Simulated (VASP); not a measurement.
Given:

```
Ir
1.0
    0.00000     1.95840     1.95840
    1.95840     0.00000     1.95840
    1.95840     1.95840     0.00000
Ir
1
Direct
  0.00000   0.00000   0.00000
```

Computed with PBE GGA, VASP's PBE PAW potentials (set 64) (plane waves; VASP). Numerical set-up: 400 eV cut-off, 12×12×12 Γ-centred mesh, first-order Methfessel-Paxton smearing of 0.10 eV, potentials Ir.

Problem. Give the stress tensor in GPa (positive for a compressed cell).

Solution. 
```
-11.27    0.00    0.00
  0.00  -11.27    0.00
  0.00    0.00  -11.27
```
The pressure is its mean diagonal, -11.27 GPa.

The compound is Ir in the fcc structure. The cell was not relaxed at this level.
